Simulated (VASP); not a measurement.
Elastic constants (GPa) of a crystal from LDA (Ceperley-Alder, Perdew-Zunger), VASP's LDA PAW potentials (set 64) run with VASP:

```
       xx     yy     zz     yz     xz     xy
--  -----  -----  -----  -----  -----  -----
xx  358.5   84.2   84.2    0.0    0.0    0.0
yy   84.2  358.5   84.2    0.0    0.0    0.0
zz   84.2   84.2  358.5    0.0    0.0    0.0
yz    0.0    0.0    0.0  194.8    0.0    0.0
xz    0.0    0.0    0.0    0.0  194.8    0.0
xy    0.0    0.0    0.0    0.0    0.0  194.8
```

Problem. Work out the Voigt, Reuss and Hill moduli, Young's modulus and Poisson's ratio.

Solution. All eigenvalues are positive (smallest 194.8 GPa), so the crystal is stable. K_V = (C11+C22+C33+2(C12+C13+C23))/9 = (1075.5 + 2×252.6)/9 = 175.6 GPa; G_V = (1075.5 − 252.6 + 3×584.4)/15 = 171.7 GPa. From the compliances, K_R = 175.6 GPa and G_R = 166.8 GPa. Hill: K = 175.6 GPa, G = 169.3 GPa, E = 9KG/(3K+G) = 384.3 GPa, ν = (3K−2G)/(2(3K+G)) = 0.135. K/G = 1.04, below Pugh's 1.75; universal anisotropy A^U = 0.15.

Problem. With a density of 3.07 g/cm³, what are the mean sound speeds?

Solution. v_l = √((K+4G/3)/ρ) = 11.44 km/s and v_t = √(G/ρ) = 7.43 km/s. The crystal is BP (space group F-43m), cubic.

The structure comes from a computed database's BP entry (F-43m); how it stands against other phases isn't given here. It was relaxed first.
